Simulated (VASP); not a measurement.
Here is the system:

```yaml
crystal:
  lattice:
    - [3.82000, 0.00000, 0.00000]
    - [0.00000, 3.82000, 0.00000]
    - [0.00000, 0.00000, 3.82000]
  atoms:
    - { symbol: Ti, position: [0.00000, 0.00000, 0.00000] }
    - { symbol: Pd, position: [0.00000, 0.50000, 0.50000] }
    - { symbol: Pd, position: [0.50000, 0.00000, 0.50000] }
    - { symbol: Pd, position: [0.50000, 0.50000, 0.00000] }
```

Level of theory: PBEsol GGA, VASP's PBE PAW potentials (set 64) (plane waves; VASP). Settings: 300 eV cut-off, 6×6×6 Γ-centred mesh, Fermi-Dirac smearing of 0.10 eV, potentials Ti_sv Pd.

At this cut-off the stress carries a Pulay error, which pulls relaxed volumes low.

Question: Give the stress tensor in GPa (positive for a compressed cell).

Answer: 
```
8.16  0.00  0.00
0.00  8.16  0.00
0.00  0.00  8.16
```
The pressure is its mean diagonal, 8.16 GPa.

The structure comes from a measured TiPd3 entry of the Crystallography Open Database, whose conditions weren't checked. The cell was not relaxed at this level.
